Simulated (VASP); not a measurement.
Here is the system:

```
CELL_PARAMETERS angstrom
      0.00000     3.38108     3.38108
      3.38108     0.00000     3.38108
      3.38108     3.38108     0.00000
ATOMIC_POSITIONS crystal
  Sr 0.00000 0.00000 0.00000
  Te 0.50000 0.50000 0.50000
```

The numbers are results of revTPSS meta-GGA, VASP's PBE PAW potentials (set 64) (plane waves; VASP), not measurements. Run with 520 eV cut-off, 7×7×7 Γ-centred mesh, Gaussian smearing of 0.050 eV, potentials Sr_sv Te.

Task: The job: SrTe (rock salt), 2 atoms, revTPSS, static run, 520 eV, 7×7×7 Γ-centred mesh. Roughly how much core time does it take on a busy server core?

Result: About 70 core-seconds (one run on a shared machine, a rough figure). It had 20 irreducible k-points, 12 bands, up to 2102 plane waves and 23 electronic steps.

The compound is SrTe in the rock salt structure. This cell is one point of a volume scan, at 1.03 of the reference volume.
